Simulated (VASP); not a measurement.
AlHg: relaxation of cell and atoms with LDA

Crystal: AlHg.

```
Al Hg
1.0
     0.00000    3.06853    3.06853
     3.06853    0.00000    3.06853
     3.06853    3.06853    0.00000
Al Hg
1 1
Direct
  0.00000 0.00000 0.00000
  0.75000 0.75000 0.75000
```

The cell was built by a generator and needn't be a form met in nature.

* Program: VASP 6.6.1
* Task: relaxation of cell and atoms
* Functional: LDA
* Potentials or basis: VASP PAW LDA potentials, release 64 (Al, Hg)
* Cutoff: 600 eV
* k mesh: 8 × 8 × 8
* Occupations: fermi-dirac, width 0.05 eV
* Spin: no spin polarisation
* Further INCAR settings: ALGO = Fast; EDIFF = 1e-06; IBRION = 2; EDIFFG = -0.005; NSW = 60; ISIF = 3

- Relaxed volume: 26.42 Å³/atom
- Relaxed cell: a = 4.212 Å, b = 4.212 Å, c = 4.212 Å, α = 60.00°, β = 60.00°, γ = 60.00°
- Space group after relaxing (to 0.05 Å): F-43m (No. 216)
- Energy gained by relaxing: 26.0 meV/atom
- Ionic steps: 3
- Pressure after relaxing: 0.0 GPa
- Band gap on the k mesh: none (metal or under the smearing width)

Step by step:
| step | energy change (eV) | largest force (eV/Å) | pressure (GPa) | volume (Å³) |
| --- | --- | --- | --- | --- |
| 1 | 0.0000 | 0.0000 | -3.15 | 57.79 |
| 2 | -0.0518 | 0.0000 | -0.25 | 53.16 |
| 3 | -0.0519 | 0.0000 | -0.01 | 52.84 |

Final structure:
```cif
data_structure
_symmetry_space_group_name_H-M 'P 1'
_symmetry_Int_Tables_number 1
_cell_length_a 4.2121
_cell_length_b 4.2121
_cell_length_c 4.2121
_cell_angle_alpha 60.000
_cell_angle_beta 60.000
_cell_angle_gamma 60.000
_cell_volume 52.84
loop_
_atom_site_label
_atom_site_type_symbol
_atom_site_fract_x
_atom_site_fract_y
_atom_site_fract_z
_atom_site_occupancy
Al1 Al 0.00000 0.00000 0.00000 1
Hg1 Hg 0.75000 0.75000 0.75000 1
```

Levels at points of the mesh, in eV from the Fermi level:
```tsv
k point	band 3	band 4	band 5	band 6	band 7	band 8	band 9	band 10	band 11
(0.00, 0.00, 0.00)	-8.04	-8.04	-7.63	-7.63	4.12	4.12	4.12	5.18	5.18
(0.50, 0.00, 0.00)	-7.94	-7.57	-7.57	-6.02	-4.03	2.18	2.18	4.21	6.24
(0.50, 0.50, 0.00)	-7.70	-7.70	-7.49	-5.03	-3.95	0.04	0.04	3.22	3.95
```

It took 27 s on 1 thread of Intel(R) Xeon(R) Platinum 8488C (Sapphire Rapids) (shared host), peak memory 0.19 GiB.

Spin-orbit coupling is left out, which matters for the levels of Hg.
